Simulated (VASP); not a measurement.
Computed with r2SCAN meta-GGA, VASP's PBE PAW potentials (set 64) (plane waves; VASP 6.6.1).

The input files of a VASP run:

INCAR:
```
ALGO  =  Normal
DIPOL  =  0.5 0.5 0.5
EDIFF  =  1E-6
ENCUT  =  400
IDIPOL  =  3
ISMEAR  =  0
LASPH  =  .TRUE.
LCHARG  =  .FALSE.
LDIPOL  =  .TRUE.
LMAXMIX  =  4
LMIXTAU  =  .TRUE.
LORBIT  =  11
LREAL  =  .FALSE.
LVHAR  =  .TRUE.
LWAVE  =  .FALSE.
METAGGA  =  R2SCAN
NELM  =  100
NELMIN  =  4
PREC  =  Normal
SIGMA  =  0.05
SYSTEM  =  BeTe(110) slab
```

KPOINTS:
```
kpoints
0
Gamma
  4 5 1
0 0 0
```

**POSCAR**
```
BeTe(110) slab
1
    5.6627725193     0.0000000000     0.0000000000
    0.0000000000     4.0041846696     0.0000000000
    0.0000000000     0.0000000000    27.0998707854
Be Te
6 6
Direct
  0.9442581906   0.0000000000   0.6673156659
  0.5164427544   0.5000000000   0.6137178644
  0.0141467885   0.0000000000   0.5359513763
  0.5141467885   0.5000000000   0.4640486237
  0.0164427544   0.0000000000   0.3862821356
  0.4442581906   0.5000000000   0.3326843341
  0.2654526367   0.0000000000   0.6105392680
  0.7472022245   0.5000000000   0.6907850447
  0.2624974051   0.0000000000   0.4620775602
  0.7624974051   0.5000000000   0.5379224398
  0.2472022245   0.0000000000   0.3092149553
  0.7654526367   0.5000000000   0.3894607320
```

POTCAR, in this order: Be Te (PBE.64 set). Program: vasp_std. Read from the step before: WAVECAR.

Q: What does the run give for the energy per atom (σ→0)?

A: 
```
Property                        Result
---------------------  ---------------
energy per atom (σ→0)  -15.235 eV/atom
```

### OSZICAR
```
       N       E                     dE             d eps       ncg     rms          rms(c)
DAV:   1    -0.182815301485E+03   -0.18282E+03   -0.28803E-05   593   0.339E-02    0.914E-03
DAV:   2    -0.182815299206E+03    0.22790E-05   -0.53872E-06   572   0.140E-02    0.277E-03
DAV:   3    -0.182815298773E+03    0.43302E-06   -0.78010E-07   463   0.620E-03    0.270E-03
DAV:   4    -0.182815299216E+03   -0.44269E-06   -0.12290E-06   397   0.690E-03
   1 F= -.18281530E+03 E0= -.18281530E+03  d E =-.592439E-13
```

The cell is a thin slab with vacuum, built from BeTe (zinc blende): (110) face.
